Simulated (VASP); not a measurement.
**BaTlBr₃ (strained cubic perovskite): a PBE single-point calculation in VASP**

INCAR

```
ISIF = 2
GGA = PE
PREC = Accurate
ISMEAR = -1
NELM = 120
NSW = 0
LASPH = .TRUE.
IBRION = -1
NBANDS = 30
LREAL = .FALSE.
LCHARG = .FALSE.
ENCUT = 520
LWAVE = .FALSE.
SIGMA = 0.02
EDIFF = 1E-7
```

KPOINTS

```
KPOINTS created by Atomic Simulation Environment
0
Gamma
4 4 4
0 0 0
```

KPOINTS_OPT

```
special points
5
Reciprocal
0.0000000000 0.0000000000 0.0000000000 1
0.0000000000 0.5000000000 0.0000000000 1
0.5000000000 0.5000000000 0.0000000000 1
0.5000000000 0.5000000000 0.5000000000 1
0.0000000000 0.0000000000 0.5000000000 1
```

POSCAR

```
Tl Ba Br
 1.0000000000000000
     6.5408556662999997    0.0000000000000000    0.0000000000000000
     0.0000000000000000    6.5408556662999997    0.0000000000000000
     0.0000000000000000    0.0000000000000000    6.5408556662999997
 Tl  Ba  Br
   1   1   3
Cartesian
  0.0000000000000000  0.0000000000000000  0.0000000000000000
  3.2704278331499999  3.2704278331499999  3.2704278331499999
  3.2704278331499999  3.2704278331499999  0.0000000000000000
  3.2704278331499999  0.0000000000000000  3.2704278331499999
  0.0000000000000000  3.2704278331499999  3.2704278331499999
```

VASP ran with the recommended PBE PAW datasets (44 valence electrons in the cell).

Command

```
mpirun -np 1 vasp_std
```

OSZICAR

```
N       E                     dE             d eps       ncg     rms          rms(c)
DAV:   1     0.313489541535E+03    0.31349E+03   -0.17944E+04   600   0.118E+03
DAV:   2     0.131585851080E+02   -0.30033E+03   -0.29184E+03   874   0.234E+02
DAV:   3    -0.171623401362E+02   -0.30321E+02   -0.30190E+02   762   0.743E+01
DAV:   4    -0.180348935001E+02   -0.87255E+00   -0.87147E+00   864   0.114E+01
DAV:   5    -0.180497624517E+02   -0.14869E-01   -0.14868E-01   778   0.131E+00    0.434E+00
DAV:   6    -0.169414294229E+02    0.11083E+01   -0.14656E+00   674   0.404E+00    0.280E+00
DAV:   7    -0.165248140727E+02    0.41662E+00   -0.11100E+00   688   0.318E+00    0.129E+00
DAV:   8    -0.164477949722E+02    0.77019E-01   -0.15462E-01   704   0.181E+00    0.382E-01
DAV:   9    -0.164385225831E+02    0.92724E-02   -0.47528E-02   756   0.751E-01    0.294E-01
DAV:  10    -0.164398836928E+02   -0.13611E-02   -0.37990E-03   722   0.280E-01    0.610E-02
DAV:  11    -0.164401526387E+02   -0.26895E-03   -0.88079E-04   744   0.128E-01    0.331E-02
DAV:  12    -0.164402297274E+02   -0.77089E-04   -0.13624E-04   752   0.504E-02    0.106E-02
DAV:  13    -0.164402321606E+02   -0.24331E-05   -0.26682E-05   744   0.202E-02    0.320E-03
DAV:  14    -0.164402326457E+02   -0.48515E-06   -0.14417E-06   750   0.533E-03    0.130E-03
DAV:  15    -0.164402330163E+02   -0.37061E-06   -0.43423E-07   642   0.269E-03    0.718E-04
DAV:  16    -0.164402329671E+02    0.49222E-07   -0.35859E-08   452   0.709E-04
   1 F= -.16440233E+02 E0= -.16440233E+02  d E =-.158408E-10
       N       E                     dE             ncg
DAV:   1     0.142347174992E+03   -0.37401E+04      300
DAV:   2    -0.127933632007E+04   -0.14217E+04      428
DAV:   3    -0.143170003803E+04   -0.15236E+03      408
DAV:   4    -0.143464184041E+04   -0.29418E+01      360
DAV:   5    -0.143472998721E+04   -0.88147E-01      440
DAV:   6    -0.143473131902E+04   -0.13318E-02      362
DAV:   7    -0.143473136557E+04   -0.46548E-04      448
DAV:   8    -0.143473136588E+04   -0.31202E-06      318
DAV:   9    -0.143473136589E+04   -0.46957E-08      234
```

From OUTCAR

```
k-points           NKPTS =     10   k-points in BZ     NKDIM =     10   number of bands    NBANDS=     30

   NELECT =      44.0000    total number of electrons

   dimension x,y,z NGX =    50 NGY =   50 NGZ =   50
   dimension x,y,z NGXF=   100 NGYF=  100 NGZF=  100

  energy-cutoff  :      520.00
  volume of cell :      279.84
      direct lattice vectors                 reciprocal lattice vectors
     6.540855666  0.000000000  0.000000000     0.152885196  0.000000000  0.000000000
     0.000000000  6.540855666  0.000000000     0.000000000  0.152885196  0.000000000
     0.000000000  0.000000000  6.540855666     0.000000000  0.000000000  0.152885196

 k-points in reciprocal lattice and weights: KPOINTS created by Atomic Simulation Env
   0.00000000  0.00000000  0.00000000       0.016
   0.25000000  0.00000000  0.00000000       0.094
   0.50000000  0.00000000  0.00000000       0.047
   0.25000000  0.25000000  0.00000000       0.188
   0.50000000  0.25000000  0.00000000       0.188
   0.50000000  0.50000000  0.00000000       0.047
   0.25000000  0.25000000  0.25000000       0.125
   0.50000000  0.25000000  0.25000000       0.188
   ...

 E-fermi :  -1.4161

 k-point     1 :       0.0000    0.0000    0.0000
  band No.  band energies     occupation
      1     -27.7393      2.00000
      2     -14.2329      2.00000
      3     -14.1750      2.00000
      4     -14.1750      2.00000
      5     -12.9706      2.00000
      6     -12.9706      2.00000
      7     -12.9706      2.00000
      8     -12.9316      2.00000
      9     -12.9316      2.00000
     10     -12.9310      2.00000
     11     -12.9310      2.00000
     12     -12.9310      2.00000
     13      -6.5900      2.00000
     14      -2.5933      2.00000
     15      -2.5933      2.00000
     16      -2.5933      2.00000
     17      -2.1471      2.00000
     18      -2.1471      2.00000
     19      -2.1471      2.00000
     20      -2.0886      2.00000
     21      -2.0886      2.00000
     22      -2.0886      2.00000
     23       1.6998      0.00000
     24       1.6998      0.00000
     25       1.6998      0.00000
     26       3.0818      0.00000
     27       3.1154      0.00000
     28       3.1154      0.00000
     29       3.1154      0.00000
     30       4.0653      0.00000

 k-point     2 :       0.2500    0.0000    0.0000
  band No.  band energies     occupation
      1     -27.7391      2.00000
      2     -14.3308      2.00000
      3     -14.2105      2.00000
      4     -14.1746      2.00000
      5     -12.9704      2.00000
      6     -12.9704      2.00000
      7     -12.9318      2.00000
      8     -12.9316      2.00000
      9     -12.9310      2.00000
     10     -12.9308      2.00000
     11     -12.9308      2.00000
     12     -12.7685      2.00000
     13      -6.5950      2.00000
     14      -2.8170      2.00000
     15      -2.5498      2.00000
     16      -2.5498      2.00000
     17      -2.2605      2.00000
     18      -2.2203      2.00000
     19      -2.2203      2.00000
     20      -2.1693      2.00000
     21      -2.0984      2.00000
     22      -2.0984      2.00000
     23       1.2456      0.00000
     24       1.6081      0.00000
     25       1.6081      0.00000
     26       3.1485      0.00000
     27       3.5006      0.00000
     28       3.5006      0.00000
     29       3.7270      0.00000
     30       4.1302      0.00000

 k-point     3 :       0.5000    0.0000    0.0000
  band No.  band energies     occupation
      1     -27.7389      2.00000
      2     -14.4350      2.00000
      3     -14.2128      2.00000
      4     -14.1743      2.00000
      5     -12.9702      2.00000
      6     -12.9702      2.00000
      7     -12.9319      2.00000
      8     -12.9314      2.00000
      9     -12.9310      2.00000
     10     -12.9305      2.00000
     11     -12.9305      2.00000
     12     -12.5910      2.00000
     13      -6.6000      2.00000
     14      -3.1334      2.00000
     15      -2.4647      2.00000
     16      -2.4647      2.00000
     17      -2.3472      2.00000
     18      -2.3472      2.00000
     19      -2.2797      2.00000
     20      -2.1910      2.00000
     21      -2.0935      2.00000
     22      -2.0935      2.00000
     23       0.9315      0.00000
     24       1.5270      0.00000
     25       1.5270      0.00000
     26       3.1832      0.00000
     27       3.9852      0.00000
     28       3.9852      0.00000
     29       4.1785      0.00000
     30       4.2216      0.00000

 k-point     4 :       0.2500    0.2500    0.0000
  band No.  band energies     occupation
      1     -27.7389      2.00000
      2     -14.3381      2.00000
      3     -14.3194      2.00000
      4     -14.1916      2.00000
      5     -12.9699      2.00000
      6     -12.9318      2.00000
      7     -12.9316      2.00000
      8     -12.9311      2.00000
      9     -12.9310      2.00000
     10     -12.9308      2.00000
     11     -12.7699      2.00000
     12     -12.7664      2.00000
     13      -6.5962      2.00000
     14      -2.8679      2.00000
     15      -2.7373      2.00000
     16      -2.5105      2.00000
     17      -2.4591      2.00000
     18      -2.2714      2.00000
     19      -2.2333      2.00000
     20      -2.2110      2.00000
     21      -2.1614      2.00000
     22      -2.0443      2.00000
     23       1.1957      0.00000
     24       1.4841      0.00000
     25       1.5255      0.00000
     26       3.4864      0.00000
     27       3.5177      0.00000
     28       3.7713      0.00000
     29       4.0605      0.00000
     30       4.6173      0.00000

 k-point     5 :       0.5000    0.2500    0.0000
  band No.  band energies     occupation
      1     -27.7386      2.00000
      2     -14.4345      2.00000
      3     -14.3284      2.00000
      4     -14.1924      2.00000
      5     -12.9693      2.00000
      6     -12.9318      2.00000
      7     -12.9314      2.00000
      8     -12.9311      2.00000
      9     -12.9309      2.00000
     10     -12.9309      2.00000
     11     -12.7678      2.00000
     12     -12.5907      2.00000
     13      -6.5974      2.00000
     14      -3.1524      2.00000
     15      -2.7595      2.00000
     16      -2.5609      2.00000
     17      -2.4321      2.00000
     18      -2.3306      2.00000
     19      -2.2936      2.00000
     20      -2.2539      2.00000
     21      -2.1765      2.00000
     22      -1.9920      2.00000
     23       1.1210      0.00000
     24       1.4115      0.00000
     25       1.4482      0.00000
     26       3.5069      0.00000
     27       3.9405      0.00000
     28       4.1296      0.00000
     29       4.2318      0.00000
     30       5.1677      0.00000

 k-point     6 :       0.5000    0.5000    0.0000
  band No.  band energies     occupation
      1     -27.7384      2.00000
      2     -14.4340      2.00000
      3     -14.4340      2.00000
      4     -14.1935      2.00000
      5     -12.9685      2.00000
      6     -12.9317      2.00000
      7     -12.9313      2.00000
      8     -12.9312      2.00000
      9     -12.9312      2.00000
     10     -12.9306      2.00000
     11     -12.5904      2.00000
     12     -12.5904      2.00000
     13      -6.5947      2.00000
     14      -3.2523      2.00000
     15      -2.9965      2.00000
     16      -2.6626      2.00000
     17      -2.3428      2.00000
     18      -2.3332      2.00000
     19      -2.3332      2.00000
     20      -2.3137      2.00000
     21      -2.3137      2.00000
     22      -1.8807      2.00000
     23       1.3146      0.00000
     24       1.3146      0.00000
     25       1.3712      0.00000
     26       3.9061      0.00000
     27       3.9061      0.00000
     28       4.0359      0.00000
     29       4.5714      0.00000
     30       5.9028      0.00000

 k-point     7 :       0.2500    0.2500    0.2500
  band No.  band energies     occupation
      1     -27.7386      2.00000
      2     -14.3439      2.00000
      3     -14.3191      2.00000
      4     -14.3191      2.00000
      5     -12.9316      2.00000
      6     -12.9316      2.00000
      7     -12.9313      2.00000
      8     -12.9310      2.00000
      9     -12.9310      2.00000
     10     -12.7711      2.00000
     11     -12.7660      2.00000
     12     -12.7660      2.00000
     13      -6.5928      2.00000
     14      -2.9226      2.00000
     15      -2.7273      2.00000
     16      -2.7273      2.00000
     17      -2.5090      2.00000
     18      -2.5090      2.00000
     19      -2.4559      2.00000
     20      -2.0706      2.00000
     21      -2.0706      2.00000
     22      -2.0176      2.00000
     23       1.1420      0.00000
     24       1.5303      0.00000
     25       1.5303      0.00000
     26       3.7833      0.00000
     27       3.7833      0.00000
     28       3.7980      0.00000
     29       4.6016      0.00000
     30       5.0895      0.00000

 ...

  Total       -2.1699392     -2.1699392     -2.1699392      0.0000000      0.0000000     -0.0000000
  in kB      -12.4238000    -12.4238000    -12.4238000      0.0000000      0.0000000     -0.0000000
  external PRESSURE =     -12.4238000 kB  Pullay stress =       0.0000000 kB

 POSITION                                       TOTAL-FORCE (eV/Angst)
 -----------------------------------------------------------------------------------
      0.00000      0.00000      0.00000         0.000000      0.000000      0.000000
      3.27043      3.27043      3.27043         0.000000      0.000000      0.000000
      3.27043      3.27043      0.00000         0.000000      0.000000      0.000000
      3.27043      0.00000      3.27043         0.000000      0.000000      0.000000
      0.00000      3.27043      3.27043         0.000000      0.000000      0.000000
 -----------------------------------------------------------------------------------
    total drift:                                0.000000     -0.000000      0.000000

  FREE ENERGIE OF THE ION-ELECTRON SYSTEM (eV)
  ---------------------------------------------------
  free  energy   TOTEN  =       -16.4402329671 eV

  energy  without entropy=      -16.4402329671  energy(sigma->0) =      -16.44023297
```

| Property | Result |
| --- | --- |
| gap between bands v and c | 2.81 eV |
| least direct gap | 3.03 eV |
| pressure | -1.2 GPa |

Band v is the last that the valence electrons fill when counted band by band, and c is the next.

The run took about 2 min on one core of a shared host (Intel Xeon Platinum 8488C) and held 0.41 GiB at most.
